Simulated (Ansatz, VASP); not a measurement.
# Ta12Al14O51 (aluminium tantalate glass 54Al2O3-46Ta2O5) in two plane-wave programs

Wanted: the spread between two codes on one cell, functional and k mesh. The structure shown is the end of the Ansatz relaxation below.

Method: plane waves, with VASP 6.6.1 beside it; single point at PBE and single point at LDA, in Ansatz 0.2.0.

## (1) The structure

The cell holds 77 atoms: 14 Al, 12 Ta and 51 O. Cell: a = 9.893 Å, b = 10.135 Å, c = 9.942 Å, α = 90.0°, β = 90.0°, γ = 90.0°. As first built, before any earlier steps moved the atoms (in the runner's words): 77 atoms (14 Al, 12 Ta, 51 O) placed at random at 6.01 g/cm^3 and pushed apart to contact distance.

## (2) Ansatz: relaxation, PBE

Ansatz runs on its default PAW (the set named soft_2) files.

This run makes the geometry at which the two programs are then compared.

The input, input.yaml:

```yaml
crystal:
  lattice:
    - [9.89341, 0.0, 0.0]
    - [0.0, 10.13533, 0.0]
    - [0.0, 0.0, 9.94196]
  atoms:
    - { symbol: Al, position: [0.32885, 0.60791, 0.38293] }
    - { symbol: Al, position: [0.76501, 0.26096, 0.20669] }
    - { symbol: Al, position: [0.6784, 0.98109, 0.38414] }
    - { symbol: Al, position: [0.20438, 0.91435, 0.31614] }
    - { symbol: Al, position: [0.62371, 0.45483, 0.45258] }
    - { symbol: Al, position: [0.43952, 0.18627, 0.45536] }
    - { symbol: Al, position: [0.40519, 0.32836, 0.66775] }
    - { symbol: Al, position: [0.50333, 0.37694, 0.21774] }
    - { symbol: Al, position: [0.89933, 0.75465, 0.36243] }
    - { symbol: Al, position: [0.45309, 0.08366, 0.15577] }
    - { symbol: Al, position: [0.8334, 0.12527, 0.8751] }
    - { symbol: Al, position: [0.46275, 0.86823, 0.8834] }
    - { symbol: Al, position: [0.976, 0.44959, 0.38082] }
    - { symbol: Al, position: [0.22376, 0.06021, 0.01546] }
    - { symbol: Ta, position: [0.63964, 0.34542, 0.93157] }
    - { symbol: Ta, position: [0.80386, 0.56036, 0.66621] }
    - { symbol: Ta, position: [0.00458, 0.81925, 0.90574] }
    - { symbol: Ta, position: [0.03323, 0.33335, 0.01553] }
    - { symbol: Ta, position: [0.19787, 0.0186, 0.67388] }
    - { symbol: Ta, position: [0.77424, 0.86564, 0.6522] }
    - { symbol: Ta, position: [0.45587, 0.86415, 0.56488] }
    - { symbol: Ta, position: [0.7286, 0.90458, 0.10039] }
    - { symbol: Ta, position: [0.3479, 0.52135, 0.94771] }
    - { symbol: Ta, position: [0.94933, 0.15412, 0.43232] }
    - { symbol: Ta, position: [0.09435, 0.33006, 0.69151] }
    - { symbol: Ta, position: [0.11536, 0.64363, 0.19489] }
    - { symbol: O, position: [0.85074, 0.97144, 0.79531] }
    - { symbol: O, position: [0.86713, 0.7874, 0.03913] }
    - { symbol: O, position: [0.84619, 0.72269, 0.77571] }
    - { symbol: O, position: [0.32779, 0.17868, 0.59914] }
    - { symbol: O, position: [0.77108, 0.13043, 0.33051] }
    - { symbol: O, position: [0.0431, 0.13192, 0.62024] }
    - { symbol: O, position: [0.04444, 0.32557, 0.49792] }
    - { symbol: O, position: [0.78151, 0.85795, 0.2868] }
    - { symbol: O, position: [0.17094, 0.41102, 0.89335] }
    - { symbol: O, position: [0.16025, 0.53298, 0.36094] }
    - { symbol: O, position: [0.80365, 0.06465, 0.04214] }
    - { symbol: O, position: [0.45892, 0.37535, 0.83105] }
    - { symbol: O, position: [0.63779, 0.83127, 0.49359] }
    - { symbol: O, position: [0.386, 0.70022, 0.52474] }
    - { symbol: O, position: [0.67767, 0.19889, 0.82558] }
    - { symbol: O, position: [0.46463, 0.50172, 0.34854] }
    - { symbol: O, position: [0.07059, 0.05117, 0.35455] }
    - { symbol: O, position: [0.25589, 0.42112, 0.65215] }
    - { symbol: O, position: [0.03099, 0.4891, 0.10844] }
    - { symbol: O, position: [0.7352, 0.47262, 0.8273] }
    - { symbol: O, position: [0.98229, 0.47556, 0.70071] }
    - { symbol: O, position: [0.41924, 0.22565, 0.2831] }
    - { symbol: O, position: [0.27954, 0.53676, 0.11824] }
    - { symbol: O, position: [0.58185, 0.98112, 0.22168] }
    - { symbol: O, position: [0.93646, 0.29873, 0.28321] }
    - { symbol: O, position: [0.82581, 0.00549, 0.525] }
    - { symbol: O, position: [0.40585, 0.01957, 0.98097] }
    - { symbol: O, position: [0.59826, 0.83289, 0.99316] }
    - { symbol: O, position: [0.62818, 0.56812, 0.5965] }
    - { symbol: O, position: [0.82023, 0.4581, 0.49336] }
    - { symbol: O, position: [0.5906, 0.86222, 0.72949] }
    - { symbol: O, position: [0.92958, 0.59969, 0.29209] }
    - { symbol: O, position: [0.66888, 0.38403, 0.29066] }
    - { symbol: O, position: [0.28389, 0.01092, 0.19076] }
    - { symbol: O, position: [0.81856, 0.32432, 0.04095] }
    - { symbol: O, position: [0.87253, 0.7296, 0.53734] }
    - { symbol: O, position: [0.15014, 0.21225, 0.08397] }
    - { symbol: O, position: [0.52496, 0.03681, 0.47537] }
    - { symbol: O, position: [0.39051, 0.6888, 0.89121] }
    - { symbol: O, position: [0.52985, 0.32063, 0.53803] }
    - { symbol: O, position: [0.36067, 0.91314, 0.73334] }
    - { symbol: O, position: [0.28261, 0.7426, 0.27216] }
    - { symbol: O, position: [0.12014, 0.7033, 0.99589] }
    - { symbol: O, position: [0.05286, 0.81151, 0.28646] }
    - { symbol: O, position: [0.27364, 0.93972, 0.48934] }
    - { symbol: O, position: [0.09264, 0.8718, 0.73201] }
    - { symbol: O, position: [0.21199, 0.11977, 0.8289] }
    - { symbol: O, position: [0.5848, 0.23303, 0.09882] }
    - { symbol: O, position: [0.51089, 0.46497, 0.05233] }
    - { symbol: O, position: [0.96759, 0.24558, 0.84405] }
    - { symbol: O, position: [0.0743, 0.96482, 0.99044] }
kpoints:
  mp_grid: { grid: [1, 1, 1] }
hamiltonian:
  xc: pbe
scf:
  occupations: { method: fixed }
output:
  forces: true
  stress: true
basis:
  ecutwfc: "520 eV"
relax:
  f_tol: 0.04
  max_steps: 40
  cell: { stress_tol: 0.1, fix: [alpha, beta, gamma] }
```

Command:

```
$ ansatz run input.yaml --threads 8 --pin off --max-ram 15360MiB --backend cpu --events-out ev --progress --plain --runs-dir out
```

Numbers of over 12 decimals in the logs are rounded to 6 here.

What it wrote:

```text
The last accepted step is kept in <dir> (removed where the run ends without a failure and the disk answers)
Engine: ansatz 0.2.0, x86_64-unknown-linux-gnu
Pseudopotentials: kind: paw
Pseudopotential: Al, paw, valence charge 3, recommended cutoff 420 eV (normal), Al.paw.azcp
Pseudopotential: Ta, paw, valence charge 13, recommended cutoff 420 eV (normal), Ta.paw.azcp
Pseudopotential: O, paw, valence charge 6, recommended cutoff 420 eV (normal), O.paw.azcp
Functional definition: PBE
  parameter kappa = 0.804
  parameter beta = 0.066725
  exchange = pbe_x(kappa = kappa, mu = beta*pi^2/3)
  correlation = pbe_c(beta = beta)
Crystal: 77 atoms, lattice volume = 996.910 Å³
Basis set: ecut = 520 eV, 26857 PW (Γ), exchange–correlation on 150×160×150 points (8 copies of the dense FFT grid, shifted against one another)
Bands: 329, of which v1, the nominal top of the filled ones, is band 252 counted from 1 (251 counted from 0)
Symmetry: 1 space group operations
Space group: P1 (ITA 1), of the structure as read, at distance tolerance 1.0e-4 Å
k-points: 1
Non-local potential: Al, projectors of the file, l = 0: 2, l = 1: 2, l = 2: 1
Non-local potential: Ta, projectors of the file, l = 0: 3, l = 1: 2, l = 2: 2, l = 3: 1
Non-local potential: O, projectors of the file, l = 0: 2, l = 1: 2, l = 2: 1
PAW form: soft (Blöchl's): semilocal exchange-correlation on the pseudo side does not see the compensation charge
PAW one-centre angular grid: Al, 110 points (default); XC on 64 Gauss nodes
PAW one-centre angular grid: Ta, 590 points (default); XC on 64 Gauss nodes
PAW one-centre angular grid: O, 110 points (default); XC on 64 Gauss nodes
Initial density: superposition of atomic densities (neutral atoms: chi_scale 0, normalization atom), corrected by the library's trained network
Initial wavefunctions: pseudopotential atomic-orbital guess
Functional: x = pbe(κ = 0.804, μ = 0.219515), c = pbe(β = 0.066725)
SCF iter   1: F=—  HF=-155737.195814 eV  |F-HF|=—  |Δ(HF+E_count)|=         —  Δρ=4.91e-3  dr2=2.00e-1  ethr=1.77e-3  ⟨swp⟩=5.0  Hψ=995  notcnv=0  defer=72
preconditioner: auto → Resta (q_TF=auto, 2.435 Å⁻¹)  ε∞=4.6  [insulator: Δε(μ)=2.893 eV  Ē_g=12.603 eV  n_scr=250 (ndim 8)  ℏωp=23.8 eV  f_vac=0.129  ε∞_Penn≈4.6]
SCF iter   2: F=—  HF=-155737.188979 eV  |F-HF|=—  |Δ(HF+E_count)|=   6.84e-3  Δρ=2.56e-3  dr2=4.09e-2  ethr=3.97e-5  ⟨swp⟩=2.0  Hψ=491  notcnv=0  defer=75
SCF iter   3: F=—  HF=-155737.192249 eV  |F-HF|=—  |Δ(HF+E_count)|=   3.27e-3  Δρ=1.15e-3  dr2=1.33e-2  ethr=8.11e-6  ⟨swp⟩=2.0  Hψ=425  notcnv=0  defer=74
automatic band count: iteration 3 solves 328 bands in place of 329: the levels show a gap, and the empty bands left out lie too high to hold charge; the band table lists the bands solved (type scf.n_extra_bands for more)
SCF iter   4: F=—  HF=-155737.194592 eV  |F-HF|=—  |Δ(HF+E_count)|=   2.34e-3  Δρ=3.04e-4  dr2=1.29e-3  ethr=2.63e-6  ⟨swp⟩=2.0  Hψ=415  notcnv=0  defer=74
SCF iter   5: F=—  HF=-155737.195075 eV  |F-HF|=—  |Δ(HF+E_count)|=   4.83e-4  Δρ=2.50e-4  dr2=6.68e-4  ethr=2.56e-7  ⟨swp⟩=2.0  Hψ=439  notcnv=0  defer=74
SCF iter   6: F=—  HF=-155737.195110 eV  |F-HF|=—  |Δ(HF+E_count)|=   3.49e-5  Δρ=7.40e-5  dr2=7.21e-5  ethr=1.33e-7  ⟨swp⟩=2.0  Hψ=434  notcnv=0  defer=71
SCF iter   7: F=—  HF=-155737.193256 eV  |F-HF|=—  |Δ(HF+E_count)|=   1.85e-3  Δρ=4.67e-5  dr2=2.19e-5  ethr=1.43e-8  ⟨swp⟩=2.0  Hψ=501  notcnv=0  defer=69
SCF iter   8: F=—  HF=-155737.193258 eV  |F-HF|=—  |Δ(HF+E_count)|=   2.97e-6  Δρ=1.60e-5  dr2=2.91e-6  ethr=4.34e-9  ⟨swp⟩=2.0  Hψ=434  notcnv=0  defer=69
SCF iter   9: F=—  HF=-155737.193260 eV  |F-HF|=—  |Δ(HF+E_count)|=   1.86e-6  Δρ=7.66e-6  dr2=6.19e-7  ethr=5.77e-10  ⟨swp⟩=2.0  Hψ=434  notcnv=0  defer=69
SCF iter  10: F=—  HF=-155737.193260 eV  |F-HF|=—  |Δ(HF+E_count)|=   1.33e-7  Δρ=3.30e-6  dr2=1.14e-7  ethr=1.23e-10  ⟨swp⟩=2.0  Hψ=460  notcnv=0  defer=69
SCF iter  11: F=-155737.193261 eV  HF=-155737.193261 eV  |F-HF|=5.91e-9  |Δ(HF+E_count)|=   4.11e-8  Δρ=1.21e-6  dr2=1.73e-8  ethr=1.98e-11  ⟨swp⟩=4.0  Hψ=933  notcnv=0
SCF 1 converged in 11 iterations: F = -155737.193261 eV  dr2 = 1.73e-8
  greatest PAW one-centre occupation: 1.000 electrons in one spin orbital (limit 2), on the Ta atom at site 21 (counted from 0), in its partial waves of l = 0
relax step   1: F+E_penalty+E_count = -155737.19326052 eV  Δ(F+E_penalty+E_count) = +0.000e0 eV  max|allowed force component| = 1.194e-2 eV/Å  Δτ_max = 0.0000 Å  P = +0.034 GPa  Ω = 996.910 Å³  fix = [alpha, beta, gamma]  reactions: alpha -0.419, beta +0.431, gamma +4.083 GPa/rad  (11 SCF iters, dr2 threshold 1.00e-7 eV, accepted)
Initial density: handed on by an earlier stage of this run
Initial wavefunctions: pseudopotential atomic-orbital guess (no wavefunctions were taken with the density)
iter 1 solved again at ethr=1.97e-7 eV; its pass at ethr=3.10e-3 eV (dr2=9.95e-4 eV) is discarded
[...]
atom  13  Al    -0.00458225     0.00398386    -0.00223256
  atom  14  Al    -0.00657231     0.00154694    -0.00637964
  atom  15  Ta     0.00224090    -0.00240923    -0.00050037
  atom  16  Ta    -0.00096773     0.00275483    -0.00196842
  atom  17  Ta    -0.00050081     0.00739993     0.00631095
  atom  18  Ta     0.00389506     0.00016318    -0.00074418
  atom  19  Ta    -0.00947586     0.00273770     0.00785381
  atom  20  Ta    -0.00185928    -0.00502329     0.00702869
  atom  21  Ta     0.00832517     0.00218476    -0.00187087
  atom  22  Ta     0.00109313     0.00196564    -0.00750521
  atom  23  Ta    -0.00039101    -0.00552451    -0.00253010
  atom  24  Ta     0.01192406     0.00154156     0.00437207
  atom  25  Ta     0.00688391    -0.00116376    -0.00260874
  atom  26  Ta    -0.00404364    -0.00297524     0.00151568
  atom  27  O      0.00105300    -0.00478201    -0.00449319
  atom  28  O      0.00476884    -0.00456432    -0.00275683
  atom  29  O      0.00157645     0.00300258     0.00328408
  atom  30  O     -0.00887414    -0.00248887     0.00345922
  atom  31  O     -0.00233586     0.00066270    -0.00163663
  atom  32  O      0.00041466     0.00217637    -0.00467528
  atom  33  O      0.00051665    -0.00243593     0.00266365
  atom  34  O     -0.00149369     0.00129068    -0.00404703
  atom  35  O      0.00025650     0.00074086     0.00249148
  atom  36  O     -0.00057351     0.00298116    -0.00165308
[...]
atom  70  O      0.00280049    -0.00296860    -0.00275082
  atom  71  O     -0.00075241    -0.00018162    -0.00042841
  atom  72  O     -0.00242077    -0.00814565    -0.00136347
  atom  73  O      0.00673467    -0.00164105     0.00151819
  atom  74  O      0.00040028    -0.00027048     0.00132707
  atom  75  O     -0.00231381     0.00328288    -0.00075795
  atom  76  O      0.00559085     0.00025511     0.00157091
  atom  77  O     -0.00430467    -0.01004293    -0.00257906
  max |Σ_I F_I| component: 4.01e-5 eV/Å
--- Stress (GPa, compression-positive) ---
        0.026774      -4.082527      -0.430832
       -4.082521       0.047475       0.419113
       -0.430832       0.419114       0.026803
  P = ⅓ Tr σ = 0.0337 GPa (0.337 kbar)
--- Relaxed structure (1 steps of the walk, 1 accepted, 1 SCFs on fresh bases) ---
  F+E_penalty+E_count = -155737.19326053 eV   max|allowed force component| = 1.192e-2 eV/Å   (the final SCF, on the basis selected at the relaxed cell)
  cell:  # Å, volume = 996.9099 Å³
    - [9.89341, 0.0, 0.0]
    - [0.0, 10.13533, 0.0]
    - [0.0, 0.0, 9.94196]
  atoms:
    - { symbol: Al, position: [0.32885, 0.60791, 0.38293] }
    - { symbol: Al, position: [0.76501, 0.26096, 0.20669] }
    - { symbol: Al, position: [0.6784, 0.981090, 0.38414] }
    - { symbol: Al, position: [0.20438, 0.91435, 0.31614] }
    - { symbol: Al, position: [0.62371, 0.45483, 0.452580] }
    - { symbol: Al, position: [0.439520, 0.186270, 0.455360] }
    - { symbol: Al, position: [0.405190, 0.32836, 0.66775] }
    - { symbol: Al, position: [0.50333, 0.37694, 0.217740] }
    - { symbol: Al, position: [0.899330, 0.754650, 0.36243] }
    - { symbol: Al, position: [0.453090, 0.08366, 0.15577] }
    - { symbol: Al, position: [0.8334, 0.125270, 0.875100] }
    - { symbol: Al, position: [0.46275, 0.868230, 0.883400] }
    - { symbol: Al, position: [0.976, 0.449590, 0.38082] }
    - { symbol: Al, position: [0.22376, 0.060210, 0.015460] }
    - { symbol: Ta, position: [0.63964, 0.345420, 0.93157] }
    - { symbol: Ta, position: [0.80386, 0.56036, 0.66621] }
    - { symbol: Ta, position: [0.00458, 0.819250, 0.905740] }
    - { symbol: Ta, position: [0.03323, 0.33335, 0.015530] }
    - { symbol: Ta, position: [0.19787, 0.018600, 0.67388] }
    - { symbol: Ta, position: [0.77424, 0.865640, 0.6522] }
    - { symbol: Ta, position: [0.45587, 0.864150, 0.56488] }
    - { symbol: Ta, position: [0.7286, 0.90458, 0.10039] }
    - { symbol: Ta, position: [0.3479, 0.52135, 0.94771] }
    - { symbol: Ta, position: [0.94933, 0.15412, 0.43232] }
    - { symbol: Ta, position: [0.09435, 0.330060, 0.69151] }
    - { symbol: Ta, position: [0.115360, 0.64363, 0.19489] }
    - { symbol: O, position: [0.85074, 0.971440, 0.79531] }
    - { symbol: O, position: [0.867130, 0.787400, 0.03913] }
    - { symbol: O, position: [0.84619, 0.722690, 0.775710] }
    - { symbol: O, position: [0.32779, 0.178680, 0.59914] }
    - { symbol: O, position: [0.77108, 0.13043, 0.33051] }
    - { symbol: O, position: [0.0431, 0.131920, 0.62024] }
    - { symbol: O, position: [0.04444, 0.325570, 0.49792] }
    - { symbol: O, position: [0.78151, 0.85795, 0.2868] }
    - { symbol: O, position: [0.17094, 0.411020, 0.89335] }
    - { symbol: O, position: [0.16025, 0.53298, 0.36094] }
    - { symbol: O, position: [0.80365, 0.06465, 0.04214] }
    - { symbol: O, position: [0.45892, 0.375350, 0.83105] }
    - { symbol: O, position: [0.63779, 0.83127, 0.49359] }
    - { symbol: O, position: [0.386, 0.700220, 0.52474] }
    - { symbol: O, position: [0.67767, 0.198890, 0.82558] }
    - { symbol: O, position: [0.46463, 0.50172, 0.34854] }
    - { symbol: O, position: [0.07059, 0.051170, 0.354550] }
    - { symbol: O, position: [0.25589, 0.421120, 0.65215] }
    - { symbol: O, position: [0.030990, 0.489100, 0.10844] }
    - { symbol: O, position: [0.7352, 0.47262, 0.827300] }
    - { symbol: O, position: [0.982290, 0.475560, 0.70071] }
    - { symbol: O, position: [0.41924, 0.225650, 0.2831] }
    - { symbol: O, position: [0.27954, 0.53676, 0.11824] }
    - { symbol: O, position: [0.58185, 0.981120, 0.221680] }
[...]
- { symbol: O, position: [0.05286, 0.811510, 0.28646] }
    - { symbol: O, position: [0.27364, 0.93972, 0.489340] }
    - { symbol: O, position: [0.09264, 0.871800, 0.73201] }
    - { symbol: O, position: [0.21199, 0.119770, 0.8289] }
    - { symbol: O, position: [0.5848, 0.233030, 0.09882] }
    - { symbol: O, position: [0.51089, 0.46497, 0.05233] }
    - { symbol: O, position: [0.967590, 0.24558, 0.844050] }
    - { symbol: O, position: [0.0743, 0.964820, 0.99044] }
```

[end of part 1 of 3]

[Lines on the potential files, build, host, timing and source positions are cut from VASP's logs without a mark.]

[Logs are printed without paths, hosts, clocks, repeated set-up lines and the standing remarks that a program may print on its own settings, such as how far it seeks lower states.]

[Hosts, paths, dates, database ids (printed as entryN), source tags and the programs' standing remarks are cut or masked in the printed files.]
